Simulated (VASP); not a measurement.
Given:

```
AsB
1.0
    0.00000     2.38903     2.38903
    2.38903     0.00000     2.38903
    2.38903     2.38903     0.00000
B As
1 1
Cartesian
  0.00000   0.00000   0.00000
  1.19452   1.19452   1.19452
```

These are PBEsol GGA, VASP's PBE PAW potentials (set 64) (plane waves; VASP) values and carry that method's errors. Run with 520 eV cut-off, 11×11×11 Γ-centred mesh, tetrahedra with Blöchl corrections, potentials B As.

Q: Predict the energy per atom (σ→0).

A: 
```yaml
energy per atom (σ→0): -588.8 kJ/mol-atom
```

Total energies compare only between runs with the same potentials, cut-off and functional.

The structure was generated: BAs was put into the zinc blende type (F-43m), which need not be its known phase. It was relaxed first, which changed the volume by +6 %.
